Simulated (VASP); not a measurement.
Here is the system:

```xyz
2
Lattice="3.6804 -1.8800 0.0000 3.6804 1.8800 0.0000 2.7200 0.0000 3.1114" Properties=species:S:1:pos:R:3 pbc="T T T"
As     2.2883     0.0000     0.7063
As     7.7924     0.0000     2.4051
```

The numbers are results of PBE GGA with D3 dispersion (zero damping), VASP's PBE PAW potentials (set 64) (plane waves; VASP), not measurements. Settings: 520 eV cut-off, 11×11×11 Γ-centred mesh, first-order Methfessel-Paxton smearing of 0.10 eV, potentials As.

Task: The ions, cell shape and volume are relaxed. Predict the relaxed structure.

Result: 
```xyz
2
Lattice="3.6194 -1.9070 -0.0351 3.6194 1.9070 -0.0351 2.6453 0.0000 3.1210" Properties=species:S:1:pos:R:3 pbc="T T T"
As     2.2607     0.0000     0.6978
As     7.6233     0.0000     2.3529
```
Space group R-3m (166), at a tolerance of 0.03 Å.

Task: How do energy and volume change from the first to the last step?

Result: The energy (σ→0) changes by -6.1 meV/atom and the volume by +0.9 %, in 8 ionic steps.

```json
[
 {"step": "1", "E(σ→0) (eV)": "-9.7987", "max force (eV/Å)": "0.271", "pressure (GPa)": "2.10", "volume (Å³)": "43.06"},
 {"step": "2", "E(σ→0) (eV)": "-9.8030", "max force (eV/Å)": "0.181", "pressure (GPa)": "-1.70", "volume (Å³)": "44.84"},
 {"step": "3", "E(σ→0) (eV)": "-9.8080", "max force (eV/Å)": "0.003", "pressure (GPa)": "-0.16", "volume (Å³)": "44.06"},
 {"step": "4", "E(σ→0) (eV)": "-9.8090", "max force (eV/Å)": "0.023", "pressure (GPa)": "-0.16", "volume (Å³)": "43.99"},
 {"step": "5", "E(σ→0) (eV)": "-9.8101", "max force (eV/Å)": "0.068", "pressure (GPa)": "-0.14", "volume (Å³)": "43.84"},
 {"step": "6", "E(σ→0) (eV)": "-9.8102", "max force (eV/Å)": "0.076", "pressure (GPa)": "-0.14", "volume (Å³)": "43.81"},
 {"step": "7", "E(σ→0) (eV)": "-9.8108", "max force (eV/Å)": "0.031", "pressure (GPa)": "-0.05", "volume (Å³)": "43.57"},
 {"step": "8", "E(σ→0) (eV)": "-9.8109", "max force (eV/Å)": "0.006", "pressure (GPa)": "0.00", "volume (Å³)": "43.44"}
]
```

The compound is As in the a7 structure. This run relaxes it. Symmetry was kept, so distortions that lower it aren't found.
